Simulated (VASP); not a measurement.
OSZICAR of a VASP run on CuI (zinc blende):

File OSZICAR:
```
       N       E                     dE             d eps       ncg     rms          rms(c)
DAV:   1     0.115403604288E+03    0.11540E+03   -0.79964E+03   520   0.145E+03
DAV:   2     0.685539491672E+01   -0.10855E+03   -0.10171E+03   535   0.270E+02
DAV:   3    -0.804942582047E+00   -0.76603E+01   -0.75486E+01   700   0.831E+01
DAV:   4    -0.107099223674E+01   -0.26605E+00   -0.26585E+00   627   0.142E+01
DAV:   5    -0.107844764063E+01   -0.74554E-02   -0.74552E-02   758   0.237E+00    0.529E+00
DAV:   6    -0.100015252801E+01    0.78295E-01   -0.37451E+00   546   0.558E+01    0.344E+00
DAV:   7    -0.848474546083E+00    0.15168E+00   -0.82456E-01   560   0.331E+01    0.163E+00
DAV:   8    -0.851233942562E+00   -0.27594E-02   -0.53744E-02   770   0.414E+00    0.504E-01
DAV:   9    -0.848009719635E+00    0.32242E-02   -0.14419E-02   652   0.379E+00    0.181E-01
DAV:  10    -0.848124834570E+00   -0.11511E-03   -0.69626E-04   615   0.209E-01    0.105E-01
DAV:  11    -0.848147365436E+00   -0.22531E-04   -0.59000E-04   672   0.785E-01    0.400E-02
DAV:  12    -0.848145144018E+00    0.22214E-05   -0.61776E-05   810   0.150E-01    0.360E-02
DAV:  13    -0.848143994723E+00    0.11493E-05   -0.32625E-06   657   0.341E-02    0.150E-02
DAV:  14    -0.848143101291E+00    0.89343E-06   -0.80150E-06   727   0.847E-02
   1 F= -.84814310E+00 E0= -.84814310E+00  d E =-.848143E+00
       N       E                     dE             d eps       ncg     rms          rms(c)
DAV:   1    -0.128131540362E+01   -0.43317E+00   -0.64490E+00   520   0.635E+01    0.540E+00
DAV:   2    -0.111070727987E+01    0.17061E+00   -0.55927E+00   520   0.694E+01    0.264E+00
DAV:   3    -0.866000641354E+00    0.24471E+00   -0.10818E+00   555   0.419E+01    0.697E-01
DAV:   4    -0.862678833839E+00    0.33218E-02   -0.11590E-01   777   0.564E+00    0.589E-01
DAV:   5    -0.858099802401E+00    0.45790E-02   -0.17556E-02   703   0.411E+00    0.360E-01
DAV:   6    -0.857951727570E+00    0.14807E-03   -0.10449E-03   701   0.262E-01    0.257E-01
DAV:   7    -0.857553788422E+00    0.39794E-03   -0.97480E-04   776   0.113E+00    0.390E-02
DAV:   8    -0.857564383785E+00   -0.10595E-04   -0.24283E-04   767   0.287E-01    0.400E-02
DAV:   9    -0.857564611657E+00   -0.22787E-06   -0.70461E-06   805   0.408E-02
   2 F= -.85756461E+00 E0= -.85756461E+00  d E =-.942151E-02
       N       E                     dE             d eps       ncg     rms          rms(c)
DAV:   1    -0.882263253853E+00   -0.24699E-01   -0.41106E-01   520   0.164E+01    0.127E+00
DAV:   2    -0.868042014376E+00    0.14221E-01   -0.27939E-01   520   0.169E+01    0.556E-01
DAV:   3    -0.857335840890E+00    0.10706E-01   -0.55786E-02   520   0.861E+00    0.204E-01
DAV:   4    -0.856648658271E+00    0.68718E-03   -0.32522E-03   538   0.370E-01    0.912E-02
DAV:   5    -0.856568686422E+00    0.79972E-04   -0.24355E-04   665   0.496E-01    0.701E-02
DAV:   6    -0.856549883736E+00    0.18803E-04   -0.41437E-05   780   0.659E-02    0.348E-02
DAV:   7    -0.856540464174E+00    0.94196E-05   -0.17504E-05   822   0.148E-01    0.445E-03
DAV:   8    -0.856540714492E+00   -0.25032E-06   -0.36513E-06   520   0.178E-02
   3 F= -.85654071E+00 E0= -.85654071E+00  d E =-.839761E-02
       N       E                     dE             d eps       ncg     rms          rms(c)
DAV:   1    -0.866970398182E+00   -0.10430E-01   -0.16004E-01   520   0.104E+01    0.760E-01
DAV:   2    -0.861014052903E+00    0.59563E-02   -0.94974E-02   525   0.104E+01    0.308E-01
DAV:   3    -0.857684446936E+00    0.33296E-02   -0.18767E-02   520   0.476E+00    0.134E-01
DAV:   4    -0.857368639047E+00    0.31581E-03   -0.10884E-03   598   0.338E-01    0.466E-02
DAV:   5    -0.857353144800E+00    0.15494E-04   -0.37660E-05   750   0.152E-01    0.399E-02
DAV:   6    -0.857344384098E+00    0.87607E-05   -0.11086E-05   800   0.523E-02    0.128E-02
DAV:   7    -0.857343509335E+00    0.87476E-06   -0.20867E-06   418   0.529E-02
   4 F= -.85734351E+00 E0= -.85734351E+00  d E =-.920041E-02
       N       E                     dE             d eps       ncg     rms          rms(c)
DAV:   1    -0.858311378875E+00   -0.96699E-03   -0.13794E-02   520   0.303E+00    0.225E-01
DAV:   2    -0.857804309093E+00    0.50707E-03   -0.84315E-03   520   0.305E+00    0.932E-02
DAV:   3    -0.857502809066E+00    0.30150E-03   -0.16710E-03   520   0.144E+00    0.390E-02
DAV:   4    -0.857476488824E+00    0.26320E-04   -0.96050E-05   560   0.843E-02    0.141E-02
DAV:   5    -0.857474901355E+00    0.15875E-05   -0.39125E-06   641   0.545E-02    0.117E-02
DAV:   6    -0.857474215273E+00    0.68608E-06   -0.60099E-07   265   0.146E-02
   5 F= -.85747422E+00 E0= -.85747422E+00  d E =-.933111E-02
       N       E                     dE             d eps       ncg     rms          rms(c)
DAV:   1    -0.857774931423E+00   -0.30003E-03   -0.40709E-03   520   0.164E+00    0.123E-01
DAV:   2    -0.857624341447E+00    0.15059E-03   -0.25298E-03   520   0.166E+00    0.513E-02
DAV:   3    -0.857533791041E+00    0.90550E-04   -0.50185E-04   520   0.788E-01    0.210E-02
DAV:   4    -0.857526090647E+00    0.77004E-05   -0.28510E-05   565   0.437E-02    0.776E-03
DAV:   5    -0.857525570993E+00    0.51965E-06   -0.93547E-07   325   0.309E-02
   6 F= -.85752557E+00 E0= -.85752557E+00  d E =-.938247E-02
       N       E                     dE             d eps       ncg     rms          rms(c)
DAV:   1    -0.861176779931E+00   -0.36507E-02   -0.59039E-02   520   0.626E+00    0.465E-01
DAV:   2    -0.858985332275E+00    0.21914E-02   -0.35864E-02   520   0.631E+00    0.190E-01
DAV:   3    -0.857717844891E+00    0.12675E-02   -0.70929E-03   520   0.294E+00    0.809E-02
DAV:   4    -0.857602768030E+00    0.11508E-03   -0.40007E-04   570   0.186E-01    0.292E-02
DAV:   5    -0.857596543617E+00    0.62244E-05   -0.15373E-05   739   0.103E-01    0.248E-02
DAV:   6    -0.857593464363E+00    0.30793E-05   -0.38434E-06   702   0.303E-02    0.912E-03
DAV:   7    -0.857593077565E+00    0.38680E-06   -0.11858E-06   318   0.344E-02
   7 F= -.85759308E+00 E0= -.85759308E+00  d E =-.675066E-04
```

Question: Which electronic solver shows in the log?

Answer: It is blocked Davidson (ALGO = Normal, or the opening steps of other solvers). The INCAR had ALGO = Normal.

Question: Can the final energy be trusted as converged?

Answer: Self-consistency was reached. It stopped with EDIFF = 1E-6, NELM = 100, NSW = 60 and EDIFFG = -0.01 after 7 ionic steps (vdW-DF-cx, plane waves, VASP's PBE PAW potentials (set 64)). Energy and stress use the plane-wave basis of the starting cell.

The compound is CuI in the zinc blende structure. This run relaxes it. Symmetry was kept, so distortions that lower it aren't found.
